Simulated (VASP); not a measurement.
The system is Mg.

```xyz
2
Lattice="3.2093 0.0000 0.0000 -1.6046 2.7793 0.0000 0.0000 0.0000 5.2103" Properties=species:S:1:pos:R:3 pbc="T T T"
Mg    0.0000    1.8529    1.3026
Mg    1.6047    0.9264    3.9077
```

| Property | Result |
| --- | --- |
| Program | VASP 6.6.1 |
| Task | relaxation of cell and atoms |
| Functional | PBE |
| Dispersion | D3(BJ) |
| Potentials or basis | VASP PAW PBE potentials, release 64 (Mg) |
| Cutoff | 600 eV |
| k mesh | 18 × 18 × 9 |
| Occupations | methfessel-paxton, width 0.1 eV |
| Spin | no spin polarisation |

At the start: pressure -2.5 GPa; volume 23.24 Å³/atom.

Task: How do energy, volume and symmetry change on relaxing?

Result: Over 6 steps the energy falls by 13.6 meV/atom and the volume is 21.62 Å³/atom (-6.9 %); space group P6_3/mmc (No. 194, to 0.05 Å).

The path:
```tsv
step	energy change (eV)	largest force (eV/Å)	pressure (GPa)	volume (Å³)
1	0.0000	0.0000	-2.50	46.47
2	-0.0250	0.0000	-0.71	44.08
3	-0.0268	0.0000	-0.02	43.30
4	-0.0268	0.0000	0.04	43.24
5	-0.0270	0.0000	0.04	43.24
6	-0.0272	0.0000	0.04	43.25
```

Final structure:
```yaml
crystal:
  lattice:
    - [3.14717, 0.00000, 0.00000]
    - [-1.57358, 2.72553, 0.00000]
    - [0.00000, 0.00000, 5.04159]
  atoms:
    - { symbol: Mg, position: [0.33333, 0.66667, 0.25000] }
    - { symbol: Mg, position: [0.66667, 0.33333, 0.75000] }
```

Caveat: pairwise dispersion overbinds metals, which lowers pressure and volume.
